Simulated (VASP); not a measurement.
Data:

```xyz
2
Lattice="0.0000 2.4455 2.4455 2.4455 0.0000 2.4455 2.4455 2.4455 0.0000" Properties=species:S:1:pos:R:3 pbc="T T T"
Y      0.0000     0.0000     0.0000
N      2.4455     2.4455     2.4455
```

The numbers are results of SCAN meta-GGA, VASP's PBE PAW potentials (set 64) (plane waves; VASP), not measurements. Run with 520 eV cut-off, 9×9×9 Γ-centred mesh, Gaussian smearing of 0.050 eV, potentials Y_sv N.

Question: Estimate the energy per atom (σ→0).

Answer: 
The energy per atom (σ→0) comes out as -20.595 eV/atom.

Only differences to runs with the same potentials and settings are physical.

The compound is YN in the rock salt structure. It was relaxed first.
